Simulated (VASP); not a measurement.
Input:

```yaml
crystal:
  lattice:
    - [0.00000, 2.28778, 2.28778]
    - [2.28778, 0.00000, 2.28778]
    - [2.28778, 2.28778, 0.00000]
  atoms:
    - { symbol: B, position: [0.00000, 0.00000, 0.00000] }
    - { symbol: P, position: [0.25000, 0.25000, 0.25000] }
```

Calculation: revTPSS meta-GGA, VASP's PBE PAW potentials (set 64) (plane waves; VASP). Run with 520 eV cut-off, 10×10×10 Γ-centred mesh, Gaussian smearing of 0.050 eV, potentials B P.

Q: Give the stress tensor in GPa (positive for a compressed cell).

A: 
```
-4.59   0.00   0.00
 0.00  -4.59   0.00
 0.00   0.00  -4.59
```
The pressure is its mean diagonal, -4.59 GPa.

The compound is BP in the zinc blende structure. This cell is one point of a volume scan, at 1.03 of the reference volume.
